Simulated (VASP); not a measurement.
Energy against volume of Si (diamond). These are TPSS meta-GGA, VASP's PBE PAW potentials (set 64) (plane waves; VASP) values and carry that method's errors. Settings: 520 eV cut-off, 8×8×8 Γ-centred mesh, Gaussian smearing of 0.050 eV, potentials Si.

```
V (Å³/atom)  E (eV/atom)
-----------  -----------
19.034          -9.79615
19.641          -9.81409
20.249          -9.81970
20.856          -9.81475
```

Question: Fit these four points and predict the energy of the run at 21.464 Å³/atom.

Answer: A cubic in V^(−2/3), the third-order Birch-Murnaghan form, passes through the four points with V0 = 20.25 Å³/atom and B0 = 93 GPa, and gives -9.8008 eV/atom there. The run gave -9.8008 eV/atom, -0.1 meV/atom from the fit; all five points give B0 = 92 GPa.

The compound is Si in the diamond structure. It was relaxed first.
